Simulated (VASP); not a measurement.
```
CELL_PARAMETERS angstrom
      0.00000     2.88122     2.88122
      2.88122     0.00000     2.88122
      2.88122     2.88122     0.00000
ATOMIC_POSITIONS crystal
  Al 0.00000 0.00000 0.00000
  As 0.25000 0.25000 0.25000
```

Level of theory: revPBE GGA, VASP's PBE PAW potentials (set 64) (plane waves; VASP). Numerical set-up: 520 eV cut-off, 8×8×8 Γ-centred mesh, Gaussian smearing of 0.050 eV, potentials Al As.

Question: The job: AlAs (zinc blende), 2 atoms, revPBE, static run, 520 eV, 8×8×8 Γ-centred mesh. Roughly how much core time does it take on a busy server core?

Answer: About 8 core-seconds (one run on a shared machine, a rough figure). It had 29 irreducible k-points, 8 bands, up to 1308 plane waves and 14 electronic steps.

The compound is AlAs in the zinc blende structure. It was relaxed first, which changed the volume by +6 %.
